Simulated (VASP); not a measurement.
All values below come from PBE GGA, VASP's PBE PAW potentials (set 64) (plane waves; VASP).

The input files of a VASP run:

INCAR:
```
SYSTEM = C
PREC = Accurate
ENCUT = 520
EDIFF = 1E-6
NELM = 100
ALGO = Normal
LREAL = .FALSE.
LASPH = .TRUE.
ISMEAR = 0
SIGMA = 0.05
GGA = PE
LWAVE = .FALSE.
LCHARG = .FALSE.
ISIF = 2
NELECT = 7.9
```

### POSCAR
```
C
1
    0.0000000000     1.7835000000     1.7835000000
    1.7835000000     0.0000000000     1.7835000000
    1.7835000000     1.7835000000     0.0000000000
C
2
Direct
  0.0000000000   0.0000000000   0.0000000000
  0.2500000000   0.2500000000   0.2500000000
```

File KPOINTS:
```
Automatic mesh
0
Gamma
11 11 11
0 0 0
```

POTCAR, in this order: C (PBE.64 set). Program: vasp_std.

The resulting files:

OUTCAR:
```
 ion  position               nearest neighbor table
   1  0.000  0.000  0.000-   2 1.54   2 1.54   2 1.54   2 1.54
   2  0.250  0.250  0.250-   1 1.54   1 1.54   1 1.54   1 1.54
  LATTYP: Found a face centered cubic cell.
 ALAT       =     3.5670000000
 Subroutine PRICEL returns:
 Original cell was already a primitive cell.
 Subroutine GETGRP returns: Found 48 space group operations
The static configuration has the point symmetry T_d .
 The point group associated with its full space group is O_h .
The dynamic configuration has the point symmetry T_d .
 Subroutine INISYM returns: Found 48 space group operations
 Subroutine IBZKPT returns following result:
 Found     56 irreducible k-points:

 Following reciprocal coordinates:
            Coordinates               Weight
  0.000000  0.000000  0.000000      1.000000
  0.090909  0.000000  0.000000      8.000000
  0.181818  0.000000  0.000000      8.000000
  0.272727  0.000000  0.000000      8.000000
  0.363636  0.000000  0.000000      8.000000
  0.454545  0.000000  0.000000      8.000000
  0.090909  0.090909  0.000000      6.000000
  0.181818  0.090909  0.000000     24.000000
  0.272727  0.090909  0.000000     24.000000
  0.363636  0.090909  0.000000     24.000000
  0.454545  0.090909  0.000000     24.000000
 -0.454545  0.090909  0.000000     24.000000
 -0.363636  0.090909  0.000000     24.000000
 -0.272727  0.090909  0.000000     24.000000
 -0.181818  0.090909  0.000000     24.000000
 -0.090909  0.090909  0.000000     12.000000
  0.181818  0.181818  0.000000      6.000000
  0.272727  0.181818  0.000000     24.000000
  0.363636  0.181818  0.000000     24.000000
  0.454545  0.181818  0.000000     24.000000
 -0.454545  0.181818  0.000000     24.000000
 -0.363636  0.181818  0.000000     24.000000
 -0.272727  0.181818  0.000000     24.000000
...
```

**OSZICAR**
```
       N       E                     dE             d eps       ncg     rms          rms(c)
DAV:   1    -0.432050498445E+01   -0.43205E+01   -0.41452E+03   936   0.838E+02
DAV:   2    -0.194940266185E+02   -0.15174E+02   -0.15037E+02  1432   0.106E+02
DAV:   3    -0.195857091650E+02   -0.91683E-01   -0.91650E-01   912   0.105E+01
DAV:   4    -0.195858604046E+02   -0.15124E-03   -0.15124E-03  1296   0.444E-01
DAV:   5    -0.195858604397E+02   -0.35068E-07   -0.33787E-07   936   0.505E-03    0.531E+00
DAV:   6    -0.192248485235E+02    0.36101E+00   -0.26483E-01   920   0.415E+00    0.322E+00
DAV:   7    -0.190857922926E+02    0.13906E+00   -0.35796E-01  1048   0.486E+00    0.688E-01
DAV:   8    -0.190866635452E+02   -0.87125E-03   -0.24246E-03   952   0.498E-01    0.262E-02
DAV:   9    -0.190867004643E+02   -0.36919E-04   -0.26925E-05  1136   0.627E-02    0.244E-02
DAV:  10    -0.190867132737E+02   -0.12809E-04   -0.12972E-05  1040   0.408E-02    0.606E-03
DAV:  11    -0.190867130600E+02    0.21371E-06   -0.31526E-07   704   0.500E-03
   1 F= -.19086713E+02 E0= -.19086310E+02  d E =-.806499E-03
```

OUTCAR:
```
------------------------ aborting loop because EDIFF is reached ----------------------------------------
  FORCE on cell =-STRESS in cart. coord.  units (eV):
  Direction    XX          YY          ZZ          XY          YZ          ZX
  --------------------------------------------------------------------------------------
  Total       -1.2197439     -1.2197439     -1.2197439      0.0000000      0.0000000      0.0000000
  in kB     -172.2383696   -172.2383696   -172.2383696      0.0000000      0.0000000      0.0000000
  external PRESSURE =    -172.2383696 kB  Pullay stress =       0.0000000 kB
  volume of cell :       11.35
      direct lattice vectors                 reciprocal lattice vectors
     0.000000000  1.783500000  1.783500000    -0.280347631  0.280347631  0.280347631
     1.783500000  0.000000000  1.783500000     0.280347631 -0.280347631  0.280347631
     1.783500000  1.783500000  0.000000000     0.280347631  0.280347631 -0.280347631
 POSITION                                       TOTAL-FORCE (eV/Angst)
 -----------------------------------------------------------------------------------
      0.00000      0.00000      0.00000         0.000000      0.000000      0.000000
      0.89175      0.89175      0.89175        -0.000000     -0.000000     -0.000000
 -----------------------------------------------------------------------------------
    total drift:                                0.000000      0.000000      0.000000
  FREE ENERGIE OF THE ION-ELECTRON SYSTEM (eV)
  ---------------------------------------------------
  free  energy   TOTEN  =       -19.0867130600 eV

  energy  without entropy=      -19.0859065612  energy(sigma->0) =      -19.08630981
```
(Selected blocks of OUTCAR.)

The cell is charged, with a uniform compensating background.

The compound is C in the diamond structure. The cell was not relaxed at this level. The run is one of a series of settings (NELECT = 7.9 against the base run), some of them coarse on purpose.
